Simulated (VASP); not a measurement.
An input for Ansatz (written as the equivalent of a VASP run, and not itself run):

Ansatz 0.2 input:
```yaml
crystal:
  lattice:
    - [2.9669117, 0.0000000, 0.0000000]
    - [-1.4834558, 2.5694207, 0.0000000]
    - [0.0000000, 0.0000000, 3.4975182]
  atoms:
    - { symbol: Fe, position: [0.0000000, 1.0000000, 0.0000000], spin: 2.1 }
    - { symbol: Ge, position: [0.6666670, 0.3333330, 0.5000000], spin: -0.1 }
kpoints:
  mp_grid: { grid: [13, 13, 9] }
hamiltonian:
  xc: r2scan
  pseudopotentials: { kind: paw }
magnetization: { spin_polarized: true }
scf:
  occupations: { method: methfessel_paxton, width: 0.1 }
  max_iter: 100
relax:
  max_steps: 60
  f_tol: 0.01
  cell: {}
output: { forces: true, stress: true, eigenvalues: true }
```

Write the VASP files for the same calculation (r2SCAN).

This is not unique; one that fits is 
**KPOINTS**
```
Automatic mesh
0
Gamma
13 13 9
0 0 0
```

INCAR:
```
ALGO = Normal
EDIFF = 1E-6
EDIFFG = -0.01
ENCUT = 400
IBRION = 2
ISIF = 3
ISMEAR = 1
ISPIN = 2
LASPH = .TRUE.
LCHARG = .FALSE.
LMAXMIX = 4
LMIXTAU = .TRUE.
LORBIT = 10
LREAL = .FALSE.
LWAVE = .FALSE.
MAGMOM = 2.1 -0.1
METAGGA = R2SCAN
NELM = 100
NSW = 60
PREC = Accurate
SIGMA = 0.1
SYSTEM = FeGe
```

### POSCAR
```
FeGe
1.0
  2.9669116726   0.0000000000   0.0000000000
 -1.4834558363   2.5694207220   0.0000000000
  0.0000000000   0.0000000000   3.4975182215
Fe Ge
1 1
Cartesian
 -1.4834558363   2.5694207220   0.0000000000
  1.4834573198   0.8564727175   1.7487591108
```

POTCAR, in this order: Fe Ge_d (PBE.64 set). Program: vasp_std.

What does not carry over: each code has its own PAW files, so the cut-off isn't converted (ENCUT is set for VASP's; basis.ecutwfc is left out, and Ansatz then takes the one that its files recommend); Ansatz stops its SCF on the density residual and VASP on the energy change (EDIFF).

The structure was generated: FeGe was put into the WC type (P-6m2), which need not be its known phase. This run relaxes it. Symmetry was kept, so distortions that lower it aren't found. The start is the result of an earlier pass.
